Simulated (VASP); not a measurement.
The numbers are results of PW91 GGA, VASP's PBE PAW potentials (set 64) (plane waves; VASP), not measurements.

Input for VASP

File POSCAR:
```
Ni
1
    0.0000000000     1.7588581622     1.7588581622
    1.7588581622    -0.0000000000     1.7588581622
    1.7588581622     1.7588581622    -0.0000000000
Ni
1
Direct
  0.0000000000   0.0000000000   0.0000000000
```

File KPOINTS:
```
kpoints
0
G
 20 20 20
```

INCAR:
```
SYSTEM = Ni
PREC = Accurate
ENCUT = 520
EDIFF = 1E-7
NELM = 100
ALGO = Normal
LREAL = .FALSE.
LASPH = .TRUE.
ISMEAR = -5
GGA = 91
LMAXMIX = 4
ISPIN = 2
MAGMOM = 0.6
LORBIT = 11
LWAVE = .FALSE.
LCHARG = .TRUE.
NEDOS = 601
ISIF = 2
```

POTCAR, in this order: Ni (PBE.64 set). Program: vasp_std.

Output

File OUTCAR:
```
 ion  position               nearest neighbor table
   1  0.000  0.000  0.000-
  LATTYP: Found a face centered cubic cell.
 ALAT       =     3.5177163244
 Subroutine PRICEL returns:
 Original cell was already a primitive cell.
 Subroutine GETGRP returns: Found 48 space group operations
The static configuration has the point symmetry O_h .
The dynamic configuration has the point symmetry O_h .
The overall configuration has the point symmetry O_h .
 Subroutine INISYM returns: Found 48 space group operations
 Subroutine IBZKPT returns following result:
 Found    256 irreducible k-points:

 Following reciprocal coordinates:
            Coordinates               Weight
  0.000000  0.000000  0.000000      1.000000
  0.050000  0.000000  0.000000      8.000000
  0.100000  0.000000  0.000000      8.000000
  0.150000  0.000000  0.000000      8.000000
  0.200000  0.000000  0.000000      8.000000
  0.250000  0.000000  0.000000      8.000000
  0.300000  0.000000  0.000000      8.000000
  0.350000  0.000000  0.000000      8.000000
  0.400000  0.000000  0.000000      8.000000
  0.450000  0.000000  0.000000      8.000000
  0.500000  0.000000  0.000000      4.000000
  0.050000  0.050000  0.000000      6.000000
  0.100000  0.050000  0.000000     24.000000
  0.150000  0.050000  0.000000     24.000000
  0.200000  0.050000  0.000000     24.000000
  0.250000  0.050000  0.000000     24.000000
  0.300000  0.050000  0.000000     24.000000
  0.350000  0.050000  0.000000     24.000000
  0.400000  0.050000  0.000000     24.000000
  0.450000  0.050000  0.000000     24.000000
  0.500000  0.050000  0.000000     24.000000
 -0.450000  0.050000  0.000000     24.000000
 -0.400000  0.050000  0.000000     24.000000
 -0.350000  0.050000  0.000000     24.000000
 -0.300000  0.050000  0.000000     24.000000
 -0.250000  0.050000  0.000000     24.000000
 -0.200000  0.050000  0.000000     24.000000
 -0.150000  0.050000  0.000000     24.000000
 -0.100000  0.050000  0.000000     24.000000
 -0.050000  0.050000  0.000000     12.000000
  0.100000  0.100000  0.000000      6.000000
  0.150000  0.100000  0.000000     24.000000
  0.200000  0.100000  0.000000     24.000000
  0.250000  0.100000  0.000000     24.000000
  0.300000  0.100000  0.000000     24.000000
  0.350000  0.100000  0.000000     24.000000
  0.400000  0.100000  0.000000     24.000000
  0.450000  0.100000  0.000000     24.000000
  0.500000  0.100000  0.000000     24.000000
 -0.450000  0.100000  0.000000     24.000000
   k-points           NKPTS =    256   k-points in BZ     NKDIM =    256   number of bands    NBANDS=      9
   number of dos      NEDOS =    601   number of ions     NIONS =      1
   total plane-waves  NPLWV =   5832
   dimension x,y,z NGX =    18 NGY =   18 NGZ =   18
   dimension x,y,z NGXF=    36 NGYF=   36 NGZF=   36
   ions per type =               1
   PREC   = accura    normal or accurate (medium, high low for compatibility)
   ISTART =      0    job   : 0-new  1-cont  2-samecut
   ICHARG =      2    charge: 1-file 2-atom 10-const
   ISPIN  =      2    spin polarized calculation?
   LNONCOLLINEAR =      F non collinear calculations
   LSORBIT =      F    spin-orbit coupling
   INIWAV =      1    electr: 0-lowe 1-rand  2-diag
   ENCUT  =  520.0 eV  38.22 Ry    6.18 a.u.   4.62  4.62  4.62*2*pi/ulx,y,z
   NELM   =    100;   NELMIN=  2; NELMDL= -5     # of ELM steps
   EDIFF  = 0.1E-06   stopping-criterion for ELM
   LREAL  =      F    real-space projection
   NLSPLINE    = F    spline interpolate recip. space projectors
   LMAXMIX     =    4 max onsite mixed and CHGCAR
...
```

**OSZICAR**
```
       N       E                     dE             d eps       ncg     rms          rms(c)
DAV:   1     0.227656005314E+02    0.22766E+02   -0.48490E+03  9369   0.142E+03
DAV:   2    -0.604308154719E+01   -0.28809E+02   -0.27967E+02  9313   0.165E+02
DAV:   3    -0.645605570700E+01   -0.41297E+00   -0.41195E+00 10706   0.267E+01
DAV:   4    -0.645998784822E+01   -0.39321E-02   -0.39322E-02 10667   0.224E+00
DAV:   5    -0.646008601113E+01   -0.98163E-04   -0.98195E-04 10599   0.301E-01    0.979E+00
DAV:   6    -0.580427980052E+01    0.65581E+00   -0.16558E+01  9663   0.660E+01    0.587E+00
DAV:   7    -0.548306462737E+01    0.32122E+00   -0.28314E+00  9723   0.256E+01    0.187E+00
DAV:   8    -0.546769148699E+01    0.15373E-01   -0.21222E-02 13236   0.169E+00    0.895E-01
DAV:   9    -0.546537398640E+01    0.23175E-02   -0.16526E-03 13596   0.401E-01    0.247E-01
DAV:  10    -0.546483763418E+01    0.53635E-03   -0.44577E-04 13240   0.178E-01    0.349E-02
DAV:  11    -0.546481057409E+01    0.27060E-04   -0.56644E-05 11745   0.851E-02    0.329E-02
DAV:  12    -0.546480965054E+01    0.92355E-06   -0.11535E-06 10663   0.155E-02    0.133E-02
DAV:  13    -0.546481170769E+01   -0.20571E-05   -0.41174E-07  9904   0.949E-03    0.416E-03
DAV:  14    -0.546481185176E+01   -0.14407E-06   -0.35578E-08  4745   0.289E-03    0.978E-04
DAV:  15    -0.546481184972E+01    0.20377E-08   -0.17428E-09  4709   0.588E-04
   1 F= -.54648118E+01 E0= -.54648118E+01  d E =0.000000E+00  mag=     0.5975
```

### OUTCAR
```
------------------------ aborting loop because EDIFF is reached ----------------------------------------
  FORCE on cell =-STRESS in cart. coord.  units (eV):
  Direction    XX          YY          ZZ          XY          YZ          ZX
  --------------------------------------------------------------------------------------
  Total        0.0114652      0.0114652      0.0114652      0.0000000      0.0000000      0.0000000
  in kB        1.6879905      1.6879905      1.6879905      0.0000000      0.0000000      0.0000000
  external PRESSURE =       1.6879905 kB  Pullay stress =       0.0000000 kB
  volume of cell :       10.88
      direct lattice vectors                 reciprocal lattice vectors
     0.000000000  1.758858162  1.758858162    -0.284275339  0.284275339  0.284275339
     1.758858162  0.000000000  1.758858162     0.284275339 -0.284275339  0.284275339
     1.758858162  1.758858162  0.000000000     0.284275339  0.284275339 -0.284275339
 POSITION                                       TOTAL-FORCE (eV/Angst)
 -----------------------------------------------------------------------------------
      0.00000      0.00000      0.00000        -0.000000      0.000000      0.000000
 -----------------------------------------------------------------------------------
    total drift:                               -0.000000     -0.000000      0.000000
  FREE ENERGIE OF THE ION-ELECTRON SYSTEM (eV)
  ---------------------------------------------------
  free  energy   TOTEN  =        -5.4648118497 eV

  energy  without entropy=       -5.4648118497  energy(sigma->0) =       -5.46481185

 total charge

# of ion       s       p       d       tot
------------------------------------------
    1        0.497   0.494   8.329   9.320

 magnetization (x)

# of ion       s       p       d       tot
------------------------------------------
    1       -0.006  -0.023   0.638   0.608
```
(Selected blocks of OUTCAR.)

OUTCAR:
```
 val. band max:        9.3356354210   @ k =   0.4000   0.1000   0.0000

 cond. band min:       9.2008032365   @ k =   0.3500   0.3500   0.0000


 Fermi energy:         9.3008809386

 spin component 1

 k-point     1 :       0.0000    0.0000    0.0000
  band No.  band energies     occupation
      1       0.3451      1.00000
      2       6.9171      1.00000
      3       6.9171      1.00000
      4       6.9171      1.00000
      5       8.0754      1.00000
      6       8.0754      1.00000
      7      33.1075      0.00000
      8      36.9118      0.00000
      9      36.9118      0.00000

 k-point     2 :       0.0500    0.0000    0.0000
  band No.  band energies     occupation
      1       0.4430      1.00000
      2       6.8917      1.00000
      3       6.9393      1.00000
      4       6.9393      1.00000
      5       8.0659      1.00000
      6       8.0659      1.00000
      7      32.8092      0.00000
      8      35.5558      0.00000
      9      36.6645      0.00000

 k-point     3 :       0.1000    0.0000    0.0000
  band No.  band energies     occupation
      1       0.7335      1.00000
      2       6.8215      1.00000
      3       6.9992      1.00000
      4       6.9992      1.00000
      5       8.0437      1.00000
      6       8.0437      1.00000
      7      31.3250      0.00000
      8      34.3608      0.00000
      9      36.1492      0.00000

 k-point     4 :       0.1500    0.0000    0.0000
  band No.  band energies     occupation
      1       1.2051      1.00000
      2       6.7246      1.00000
      3       7.0755      1.00000
      4       7.0755      1.00000
      5       8.0292      1.00000
      6       8.0292      1.00000
      7      28.8917      0.00000
      8      33.9601      0.00000
      9      35.6100      0.00000

 k-point     5 :       0.2000    0.0000    0.0000
  band No.  band energies     occupation
      1       1.8342      1.00000
...
```

For a metal the tetrahedron method with Blöchl corrections gives inexact stress and forces.

The compound is Ni in the fcc structure. It was relaxed first.
